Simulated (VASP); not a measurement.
# What spin-orbit coupling changes in ZnSe (Stilleite), part 3 of 4

What does spin-orbit coupling change in ZnSe (Stilleite), and what does it cost? All runs use r2SCAN. The start is a cell from a database of measured crystal structures.

VASP 6.6.1, plane waves and PAW; the level of theory is named at each step.

So far. Step 3 (Bands along the symmetry lines (r2SCAN)): The path finds the gap of the mesh within 0.02 eV, so the mesh comes close to both band edges. Step 4 (Bands along the symmetry lines (r2SCAN + SOC)): The gap is 1.74 eV, direct at Γ. Spin-orbit coupling moves it by -0.12 eV. The run took 6.0 times the core time, with 30 spinor bands against 21. The valence top at Γ, threefold or sixfold with spin, splits into a fourfold and a twofold level, 0.37 eV apart.

## 5. Total and projected DOS (r2SCAN)

This step: r2SCAN; plane waves and PAW (Zn, Se) (VASP 6.6.1).

Here the states are counted by energy and projected on the atoms.

Input file INCAR:

```
SYSTEM = ZnSe
PREC = Accurate
ENCUT = 400
EDIFF = 1E-06
NELM = 100
ISMEAR = -5
SIGMA = 0.05
LREAL = .FALSE.
ALGO = Normal
METAGGA = R2SCAN
LASPH = .TRUE.
NBANDS = 21
LORBIT = 11
LWAVE = .FALSE.
LCHARG = .FALSE.
KPAR = 2
NEDOS = 2001
```

Input file POSCAR:

```
ZnSe
1.0
    0.0000000000      2.8338000000      2.8338000000
    2.8338000000      0.0000000000      2.8338000000
    2.8338000000      2.8338000000      0.0000000000
Zn Se
1 1
Direct
    0.0000000000      0.0000000000      0.0000000000
    0.2500000000      0.2500000000      0.2500000000
```

Input file KPOINTS:

```
Automatic mesh
0
Gamma
6 6 6
0 0 0
```

Potentials, in the order of the species: Zn and Se (PBE family, release 64).

The run is started by

```bash
mpirun -np 2 vasp_std
```

Output:

```text
[... set-up lines as in an earlier step ...]
 entering main loop
       N       E                     dE             d eps       ncg     rms          rms(c)
DAV:   1     0.742629777032E+02    0.74263E+02   -0.71304E+03   680   0.820E+02
DAV:   2    -0.201062132205E+02   -0.94369E+02   -0.86302E+02   708   0.207E+02
DAV:   3    -0.276094418368E+02   -0.75032E+01   -0.74392E+01   780   0.583E+01
DAV:   4    -0.276791643870E+02   -0.69723E-01   -0.69703E-01   790   0.578E+00
DAV:   5    -0.276793659901E+02   -0.20160E-03   -0.20160E-03   752   0.301E-01    0.503E+00
DAV:   6    -0.249130874799E+02    0.27663E+01   -0.99656E-01   692   0.242E+01    0.467E+00
DAV:   7    -0.248831229210E+02    0.29965E-01   -0.26666E-01   782   0.658E+00    0.224E+00
DAV:   8    -0.248966328284E+02   -0.13510E-01   -0.31526E-02   772   0.129E+00    0.540E-01
DAV:   9    -0.248983002124E+02   -0.16674E-02   -0.37104E-03   827   0.114E+00    0.101E-01
DAV:  10    -0.248984765824E+02   -0.17637E-03   -0.85682E-04   725   0.284E-01    0.616E-02
DAV:  11    -0.248984545445E+02    0.22038E-04   -0.52118E-04   817   0.474E-01    0.624E-02
DAV:  12    -0.248984340724E+02    0.20472E-04   -0.20889E-04   839   0.317E-01    0.872E-03
DAV:  13    -0.248984414002E+02   -0.73278E-05   -0.11797E-05   806   0.489E-02    0.483E-03
DAV:  14    -0.248984414259E+02   -0.25680E-07   -0.19344E-06   603   0.170E-02
   1 F= -.24898441E+02 E0= -.24898441E+02  d E =0.000000E+00
```

It took 27 s on 2 MPI ranks of Intel Xeon 6975P-C (Granite Rapids), shared host; peak memory 0.3 GiB; 51 s of CPU time.

From OUTCAR (step 5):

```text
   NELECT =      18.0000    total number of electrons

 E-fermi :   1.3124

  Total       -0.0846340     -0.0846340     -0.0846340     -0.0000000     -0.0000000     -0.0000000
  in kB       -2.9793253     -2.9793253     -2.9793253     -0.0000000     -0.0000000     -0.0000000
  external PRESSURE =      -2.9793253 kB  Pullay stress =       0.0000000 kB

 POSITION                                       TOTAL-FORCE (eV/Angst)
 -----------------------------------------------------------------------------------
      0.00000      0.00000      0.00000        -0.000000     -0.000000     -0.000000
      1.41690      1.41690      1.41690         0.000000      0.000000      0.000000
 -----------------------------------------------------------------------------------
    total drift:                                0.000005      0.000005      0.000006

  FREE ENERGIE OF THE ION-ELECTRON SYSTEM (eV)
  ---------------------------------------------------
  free  energy   TOTEN  =       -24.8984414259 eV

  energy  without entropy=      -24.8984414259  energy(sigma->0) =      -24.89844143

[... 16 parts as in an earlier step ...]

[... 2 further parts left out ...]
```

This step gave:

```yaml
scf_cycles: 14
bands: 21
irreducible_k_points: 16
free_energy_toten: -24.90 eV
fermi_energy: 1.312 eV
pressure: -0.2979 GPa
```

The density of states has structure finer than the step of the table below, so its rows give means over 1 eV, whole bins alone (the curve runs from -12.0 to 9.77 eV). Peaks (eV: height): total -6.6: 26.5, -6.3: 30.5, -4.7: 3.91; Se p -6.6: 1.10, -4.7: 1.04, -2.6: 0.703, -1.2: 0.903; Zn s -6.6: 0.147, -4.7: 0.877, 4.3: 0.381; Zn d -6.6: 23.3, -6.3: 29.4; Zn p -1.8: 0.185, 6.2: 0.217, 7.3: 0.392, 9.5: 0.193.

States under -12.0 eV and over 9.8 eV are left out. Density of states against energy, zero at the valence-band top; means over each step; values in states/eV/cell:

| energy (eV) | total | Se p | Zn s | Zn d | Zn p |
| --- | --- | --- | --- | --- | --- |
| -8 | 0 | 0 | 0 | 0 | 0 |
| -7 | 3.83 | 0.145 | 0.0181 | 3.42 | 0.00780 |
| -6 | 6.18 | 0.0595 | 0.0243 | 5.79 | 0.00549 |
| -5 | 1.01 | 0.267 | 0.215 | 0.0929 | 0.0198 |
| -4 | 0.668 | 0.175 | 0.119 | 0.0882 | 0.0166 |
| -3 | 0.867 | 0.304 | 0.0401 | 0.0778 | 0.0669 |
| -2 | 1.82 | 0.753 | 0.0332 | 0.129 | 0.162 |
| -1 | 1.49 | 0.702 | 0.00896 | 0.127 | 0.117 |
| 0 | 0.154 | 0.0792 | 1.6e-4 | 0.0163 | 0.00860 |
| 1 | 0 | 0 | 0 | 0 | 0 |
| 2 | 0.00351 | 4.1e-4 | 9.3e-4 | 0 | 8.2e-5 |
| 3 | 0.112 | 0.0128 | 0.0281 | 0.00108 | 0.00471 |
| 4 | 1.25 | 0.142 | 0.253 | 0.0315 | 0.0738 |
| 5 | 1.15 | 0.153 | 0.191 | 0.0395 | 0.0732 |
| 6 | 1.33 | 0.154 | 0.0794 | 0.0440 | 0.157 |
| 7 | 1.09 | 0.0694 | 0.00813 | 0.0320 | 0.234 |
| 8 | 1.33 | 0.166 | 0.0272 | 0.0466 | 0.208 |
| 9 | 1.19 | 0.178 | 0.0248 | 0.0477 | 0.163 |

The gap on this mesh is 1.86 eV. In the top eV of the valence band the largest shares in the PAW spheres are Se p 50 %, Zn d 10 % and Zn p 7 %. The rest lies in smaller channels or between the spheres.

## 6. Total and projected DOS (r2SCAN + SOC)

This step: r2SCAN, spin-orbit coupling; plane waves and PAW (Zn, Se) (VASP 6.6.1).

Here the states are counted by energy and projected on the atoms.

INCAR, as its differences from that of step 5:

```diff
@@ -11,3 +11,7 @@
 LASPH = .TRUE.
-NBANDS = 21
+LNONCOLLINEAR = .TRUE.
+MAGMOM = 0 0 0 0 0 0
+NBANDS = 30
+GGA_COMPAT = .FALSE.
+LSORBIT = .TRUE.
 LORBIT = 11
```

POSCAR is that of step 5.

KPOINTS is that of step 5.

The run is started by

```bash
mpirun -np 2 vasp_ncl
```

Output:

```text
[... set-up lines as in an earlier step ...]
 entering main loop
       N       E                     dE             d eps       ncg     rms          rms(c)
DAV:   1     0.913236967528E+02    0.91324E+02   -0.71766E+03  1320   0.118E+03
DAV:   2    -0.165927444366E+02   -0.10792E+03   -0.10196E+03  1338   0.290E+02
DAV:   3    -0.275102720813E+02   -0.10918E+02   -0.10799E+02  1552   0.936E+01
DAV:   4    -0.277016836474E+02   -0.19141E+00   -0.19121E+00  1500   0.132E+01
DAV:   5    -0.277025330067E+02   -0.84936E-03   -0.84934E-03  1474   0.817E-01    0.505E+00
DAV:   6    -0.249257808733E+02    0.27768E+01   -0.13095E+00  1540   0.344E+01    0.466E+00
DAV:   7    -0.249012091282E+02    0.24572E-01   -0.39970E-01  1546   0.976E+00    0.219E+00
[... 1 cycle as in an earlier step ...]
DAV:   9    -0.249188403860E+02   -0.23637E-02   -0.30259E-03  1748   0.116E+00    0.219E-01
DAV:  10    -0.249189755205E+02   -0.13513E-03   -0.67748E-04  1446   0.268E-01    0.689E-02
DAV:  11    -0.249190228170E+02   -0.47296E-04   -0.16757E-04  1682   0.175E-01    0.428E-02
DAV:  12    -0.249189995119E+02    0.23305E-04   -0.13346E-04  1698   0.188E-01    0.263E-02
[... 2 cycles as in an earlier step ...]
DAV:  15    -0.249190004683E+02    0.11378E-05   -0.77559E-07   810   0.176E-02    0.111E-03
DAV:  16    -0.249190001307E+02    0.33762E-06   -0.99293E-08   768   0.302E-03
   1 F= -.24919000E+02 E0= -.24919000E+02  d E =0.000000E+00  mag=    -0.0000    -0.0000     0.0000
```

Run time: 2.5 min. Hardware: 2 MPI ranks; peak memory 0.55 GiB.

Parts of OUTCAR (step 6):

```text
   NELECT =      18.0000    total number of electrons

 E-fermi :   1.4297

  Total       -0.0825306     -0.0825306     -0.0825306     -0.0000000      0.0000000      0.0000000
  in kB       -2.9052804     -2.9052804     -2.9052804     -0.0000000      0.0000000      0.0000000
  external PRESSURE =      -2.9052804 kB  Pullay stress =       0.0000000 kB

 POSITION                                       TOTAL-FORCE (eV/Angst)
 -----------------------------------------------------------------------------------
      0.00000      0.00000      0.00000        -0.000000      0.000000      0.000000
      1.41690      1.41690      1.41690         0.000000     -0.000000     -0.000000
 -----------------------------------------------------------------------------------
    total drift:                                0.000001      0.000001      0.000001

  energy  without entropy=      -24.9190001307  energy(sigma->0) =      -24.91900013

 magnetization (x)
# of ion       s       p       d       tot
------------------------------------------
    1       -0.000  -0.000   0.000  -0.000
    2       -0.000   0.000   0.000  -0.000
--------------------------------------------------
tot         -0.000  -0.000   0.000  -0.000

 magnetization (y)
# of ion       s       p       d       tot
------------------------------------------
    1        0.000  -0.000   0.000  -0.000
    2        0.000   0.000  -0.000   0.000
--------------------------------------------------
tot          0.000  -0.000  -0.000  -0.000

 magnetization (z)
# of ion       s       p       d       tot
------------------------------------------
    1       -0.000  -0.000   0.000  -0.000
    2        0.000   0.000  -0.000   0.000
--------------------------------------------------
tot         -0.000  -0.000   0.000  -0.000

[... 18 parts as in an earlier step ...]

[... 2 further parts left out ...]
```

Numbers from this step:

- SCF cycles: 16
- bands: 30
- irreducible k-points: 22
- free energy (TOTEN): -24.92 eV
- Fermi energy: 1.430 eV
- pressure: -0.2905 GPa
- gap on the k-mesh: 1.741 eV
- least direct gap on the k-mesh: 1.741 eV

On-site spin-orbit energy by atom:

| atom | on-site spin-orbit energy (eV) |
| --- | --- |
| Zn1 | -0.0082 |
| Se2 | -0.0344 |

The density of states has structure finer than the step of the table below, so its rows give means over 1 eV, whole bins alone (the curve runs from -12.0 to 6.16 eV). Peaks (eV: height): total -6.8: 20.7, -6.5: 16.1, -6.4: 18.3, -4.8: 3.55; Se p -6.8: 0.646, -4.8: 0.935, -2.7: 0.675, -1.9: 0.891; Zn s -4.8: 0.790, 4.1: 0.381; Zn d -6.8: 18.7, -6.5: 14.6, -6.4: 17.3; Zn p -4.8: 0.0588, -2.7: 0.159, -2.0: 0.189, 4.1: 0.107.

States under -12.0 eV and over 6.2 eV are left out. Table of density of states by energy, zero at the valence-band top; means over each step; values in states/eV/cell:

| energy (eV) | total | Se p | Zn s | Zn d | Zn p |
| --- | --- | --- | --- | --- | --- |
| -8 | 0 | 0 | 0 | 0 | 0 |
| -7 | 5.45 | 0.167 | 0.0251 | 4.94 | 0.00930 |
| -6 | 4.60 | 0.0474 | 0.0197 | 4.33 | 0.00435 |
| -5 | 1.17 | 0.310 | 0.247 | 0.116 | 0.0236 |
| -4 | 0.547 | 0.143 | 0.0922 | 0.0773 | 0.0143 |
| -3 | 1.02 | 0.366 | 0.0396 | 0.0866 | 0.0821 |
| -2 | 1.89 | 0.795 | 0.0307 | 0.138 | 0.167 |
| -1 | 1.29 | 0.613 | 0.00746 | 0.111 | 0.0992 |
| 0 | 0.105 | 0.0543 | 7.5e-5 | 0.0110 | 0.00577 |
| 1 | 0 | 0 | 0 | 0 | 0 |
| 2 | 0.00586 | 6.6e-4 | 0.00152 | 0 | 1.3e-4 |
| 3 | 0.173 | 0.0190 | 0.0413 | 0.00209 | 0.00816 |
| 4 | 1.37 | 0.159 | 0.277 | 0.0363 | 0.0809 |
| 5 | 1.10 | 0.146 | 0.166 | 0.0381 | 0.0771 |

The gap on this mesh is 1.74 eV. In the top eV of the valence band the largest shares in the PAW spheres are Se p 50 %, Zn d 9 % and Zn p 7 %. The rest lies in smaller channels or between the spheres.

## 7. Relaxing cell and atoms (r2SCAN)

This step: r2SCAN; plane waves and PAW (Zn, Se) (VASP 6.6.1).

Last, the cell itself: ISIF = 3 frees volume, shape and positions, first without the coupling.

Input file INCAR:

```
SYSTEM = ZnSe
PREC = Accurate
ENCUT = 400
EDIFF = 1E-06
NELM = 100
ISMEAR = -1
SIGMA = 0.05
LREAL = .FALSE.
ALGO = Normal
METAGGA = R2SCAN
LASPH = .TRUE.
NBANDS = 15
LORBIT = 11
LWAVE = .FALSE.
LCHARG = .FALSE.
KPAR = 2
IBRION = 2
NSW = 60
ISIF = 3
EDIFFG = -0.01
```

POSCAR is that of step 6.

KPOINTS is that of step 6.

The run is started by

```bash
mpirun -np 2 vasp_std
```

Output:

```text
[... set-up lines as in an earlier step ...]
 entering main loop
       N       E                     dE             d eps       ncg     rms          rms(c)
DAV:   1     0.595302512813E+02    0.59530E+02   -0.78475E+03   480   0.115E+03
DAV:   2    -0.226457629706E+02   -0.82176E+02   -0.77645E+02   536   0.237E+02
DAV:   3    -0.276452524554E+02   -0.49995E+01   -0.49843E+01   578   0.625E+01
DAV:   4    -0.276792207341E+02   -0.33968E-01   -0.33965E-01   592   0.539E+00
DAV:   5    -0.276793659034E+02   -0.14517E-03   -0.14517E-03   641   0.323E-01    0.503E+00
DAV:   6    -0.249122136975E+02    0.27672E+01   -0.13896E+00   536   0.339E+01    0.470E+00
DAV:   7    -0.248825511291E+02    0.29663E-01   -0.30577E-01   557   0.911E+00    0.222E+00
DAV:   8    -0.248965107945E+02   -0.13960E-01   -0.35146E-02   578   0.179E+00    0.537E-01
DAV:   9    -0.248983521230E+02   -0.18413E-02   -0.43052E-03   606   0.151E+00    0.875E-02
DAV:  10    -0.248984708206E+02   -0.11870E-03   -0.93795E-04   573   0.430E-01    0.540E-02
DAV:  11    -0.248984470365E+02    0.23784E-04   -0.35425E-04   662   0.419E-01    0.422E-02
DAV:  12    -0.248984348545E+02    0.12182E-04   -0.10187E-04   585   0.247E-01    0.765E-03
DAV:  13    -0.248984420090E+02   -0.71545E-05   -0.11392E-05   613   0.659E-02    0.449E-03
DAV:  14    -0.248984408967E+02    0.11123E-05   -0.26225E-06   445   0.304E-02    0.759E-04
DAV:  15    -0.248984418914E+02   -0.99478E-06   -0.13078E-07   254   0.722E-03
   1 F= -.24898442E+02 E0= -.24898442E+02  d E =-.248984E+02
 curvature:   0.00 expect dE= 0.000E+00 dE for cont linesearch  0.000E+00
 trial: gam= 0.00000 g(F)=  0.272E-43 g(S)=  0.483E-03 ort = 0.000E+00 (trialstep = 0.100E+01)
 search vector abs. value=  0.483E-03
 bond charge predicted
       N       E                     dE             d eps       ncg     rms          rms(c)
DAV:   1    -0.249048055889E+02   -0.63647E-02   -0.73751E-02   571   0.550E+00    0.569E-01
DAV:   2    -0.248995975813E+02    0.52080E-02   -0.15810E-02   592   0.354E+00    0.212E-01
DAV:   3    -0.248989784324E+02    0.61915E-03   -0.45502E-04   480   0.176E-01    0.105E-01
DAV:   4    -0.248987635656E+02    0.21487E-03   -0.10406E-04   608   0.993E-02    0.359E-02
DAV:   5    -0.248987356297E+02    0.27936E-04   -0.27808E-05   705   0.681E-02    0.647E-03
DAV:   6    -0.248987331484E+02    0.24813E-05   -0.61085E-06   501   0.258E-02    0.284E-03
DAV:   7    -0.248987348157E+02   -0.16672E-05   -0.33596E-07   240   0.549E-03    0.140E-03
DAV:   8    -0.248987346523E+02    0.16336E-06   -0.65452E-08   240   0.327E-03
   2 F= -.24898735E+02 E0= -.24898735E+02  d E =-.292761E-03
 trial-energy change:   -0.000293  1 .order   -0.000167   -0.000483    0.000150
 step:   0.8851(harm=  0.7635)  dis= 0.00000  next Energy=   -24.898743 (dE=-0.301E-03)
 bond charge predicted
       N       E                     dE             d eps       ncg     rms          rms(c)
DAV:   1    -0.248988296974E+02   -0.94882E-04   -0.97925E-04   564   0.639E-01    0.652E-02
DAV:   2    -0.248987355199E+02    0.94178E-04   -0.20482E-04   592   0.390E-01    0.245E-02
DAV:   3    -0.248987307568E+02    0.47631E-05   -0.60130E-06   480   0.208E-02    0.121E-02
DAV:   4    -0.248987319272E+02   -0.11704E-05   -0.12477E-06   352   0.102E-02    0.375E-03
DAV:   5    -0.248987340806E+02   -0.21534E-05   -0.44457E-07   240   0.699E-03    0.111E-03
DAV:   6    -0.248987343941E+02   -0.31347E-06   -0.88674E-08   240   0.250E-03
   3 F= -.24898734E+02 E0= -.24898734E+02  d E =-.292503E-03
 curvature:  -0.28 expect dE=-0.409E-05 dE for cont linesearch -0.409E-05
 trial: gam= 0.00000 g(F)=  0.200E-43 g(S)=  0.146E-04 ort =-0.839E-04 (trialstep = 0.977E+00)
 search vector abs. value=  0.146E-04
 reached required accuracy - stopping structural energy minimisation
```

Elapsed: 42 s, on 2 MPI ranks; peak memory 0.31 GiB; 81 s of CPU time.

From OUTCAR (step 7):

```text
   k-points           NKPTS =     16   k-points in BZ     NKDIM =     16   number of bands    NBANDS=     15

   NELECT =      18.0000    total number of electrons

 E-fermi :   2.2961

 k-point     1 :       0.0000    0.0000    0.0000
  band No.  band energies     occupation
    ...
      5      -4.9530      2.00000
      6      -4.9530      2.00000
      7       1.3462      2.00000
      8       1.3462      2.00000
      9       1.3462      2.00000
     10       3.2337      0.00000
     11       7.6575      0.00000
     12       7.6577      0.00000
     13       7.6577      0.00000
     14      11.9558      0.00000
    ...

  Total        0.0141837      0.0141837      0.0141837     -0.0000000     -0.0000000     -0.0000000
  in kB        0.5019237      0.5019237      0.5019237     -0.0000000     -0.0000000     -0.0000000
  external PRESSURE =       0.5019237 kB  Pullay stress =       0.0000000 kB

 POSITION                                       TOTAL-FORCE (eV/Angst)
 -----------------------------------------------------------------------------------
      0.00000      0.00000      0.00000         0.000000      0.000000      0.000000
      1.41443      1.41443      1.41443        -0.000000     -0.000000     -0.000000
 -----------------------------------------------------------------------------------
    total drift:                                0.000007      0.000007      0.000007

  FREE ENERGIE OF THE ION-ELECTRON SYSTEM (eV)
  ---------------------------------------------------
  free  energy   TOTEN  =       -24.8987343941 eV

  energy  without entropy=      -24.8987343939  energy(sigma->0) =      -24.89873439

 reached required accuracy - stopping structural energy minimisation

[... 6 parts as in an earlier step ...]

[... 10 further parts left out ...]
```

CONTCAR:

```
ZnSe
   1.00000000000000
     0.0000000000000000    2.8288569620746151    2.8288569620746151
     2.8288569620746151    0.0000000000000000    2.8288569620746151
     2.8288569620746151    2.8288569620746151    0.0000000000000000
  Zn              Se
     1     1
Direct
     0.0000000000000000    0.0000000000000000    0.0000000000000000
     0.2500000000000000    0.2500000000000000    0.2500000000000000
```

The run keeps the 24 symmetry operations of its start, so it cannot find a distortion of lower symmetry.

The steps of the relaxation:

| step | energy less that of the first step (eV) | largest force (eV/Å) | pressure (GPa) | volume (Å³) |
| --- | --- | --- | --- | --- |
| 1 | 0.0000 | 0.0000 | -0.29 | 45.51 |
| 2 | -0.0003 | 0.0000 | 0.09 | 45.24 |
| 3 | -0.0003 | 0.0000 | 0.05 | 45.28 |

| conventional cell, symmetrised | before | after | change |
| --- | --- | --- | --- |
| a (Å) | 5.668 | 5.658 | -0.2 % |
| b (Å) | 5.668 | 5.658 | -0.2 % |
| c (Å) | 5.668 | 5.658 | -0.2 % |
| volume (Å³/atom) | 22.76 | 22.64 | -0.5 % |

Final coordinates:

```xyz
2
Lattice="0.0000 2.8289 2.8289 2.8289 0.0000 2.8289 2.8289 2.8289 0.0000" Properties=species:S:1:pos:R:3 pbc="T T T"
Zn    0.0000    0.0000    0.0000
Se    1.4144    1.4144    1.4144
```

Numbers from this step:

- bands: 15
- irreducible k-points: 16
- free energy (TOTEN): -24.90 eV
- Fermi energy: 2.296 eV
- pressure: 0.05019 GPa
- SCF cycles over all ionic steps: 29
- gap on the k-mesh: 1.887 eV
- least direct gap on the k-mesh: 1.887 eV

It ends with forces that vanish by symmetry and a pressure of 0.05 GPa.

(Continued in part 4 of 4.)

[Lines on the potential files, build, host, timing and source positions are cut from VASP's logs without a mark.]

[Logs are printed without paths, hosts, clocks, repeated set-up lines and the standing remarks that a program may print on its own settings, such as how far it seeks lower states.]

[Hosts, paths, dates, database ids (printed as entryN), source tags and the programs' standing remarks are cut or masked in the printed files.]

[A measured line is paired with the nearest computed mode of its activity, which favours agreement.]
